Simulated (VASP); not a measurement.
Given:

```xyz
8
Lattice="6.0908 0.2700 0.2700 0.2700 6.0908 0.2700 0.2700 0.2700 6.0908" Properties=species:S:1:pos:R:3 pbc="T T T"
Sn     0.7810     6.2367     6.2367
Sn     1.4168     1.7819     1.7819
Sn     3.3263     3.6914     6.2367
Sn     4.9624     4.5972     2.0520
Sn     3.3263     6.2367     3.6914
Sn     4.9624     2.0520     4.5972
C      5.9925     3.0821     3.0821
C      2.2961     5.2065     5.2065
```

The numbers are results of PBEsol GGA, VASP's PBE PAW potentials (set 64) (plane waves; VASP 6.6.1), not measurements. Settings: 520 eV cut-off, Gaussian smearing of 0.050 eV, potentials Sn_d C.

**Question.** Give the energies of bands 40 to 53 at the high-symmetry points, in eV from the Fermi level.

**Answer.** 
| band | Γ | T | H2 | L | S0 | F |
|---|---|---|---|---|---|---|
| 40 | -2.33 | -2.42 | -2.42 | -3.31 | -3.02 | -3.02 |
| 41 | -2.33 | -1.06 | -1.06 | -2.65 | -2.80 | -2.80 |
| 42 | -2.08 | -0.89 | -0.89 | -2.27 | -2.76 | -2.76 |
| 43 | -1.16 | -0.89 | -0.89 | -1.85 | -1.51 | -1.51 |
| 44 | -1.15 | -0.71 | -0.71 | -1.73 | -0.87 | -0.87 |
| 45 | -0.07 | -0.13 | -0.13 | -0.96 | -0.14 | -0.14 |
| 46 | -0.07 | -0.13 | -0.13 | -0.64 | -0.11 | -0.11 |
| 47 | 0.45 | 0.03 | 0.03 | 0.84 | 0.14 | 0.14 |
| 48 | 1.50 | 1.18 | 1.18 | 1.47 | 1.91 | 1.91 |
| 49 | 1.75 | 1.18 | 1.18 | 2.59 | 2.37 | 2.37 |
| 50 | 1.75 | 1.37 | 1.37 | 3.10 | 2.66 | 2.66 |
| 51 | 1.76 | 1.88 | 1.88 | 3.44 | 3.34 | 3.34 |
| 52 | 1.76 | 3.73 | 3.73 | 3.64 | 4.14 | 4.14 |
| 53 | 2.35 | 3.73 | 3.73 | 4.05 | 4.21 | 4.21 |

It has no gap at this level: it comes out as a metal or semimetal.

The structure was generated: Sn6C2 was put into an ordered model structure (R-3m), which need not be its known phase. It was relaxed first, which changed the volume by +18 %.
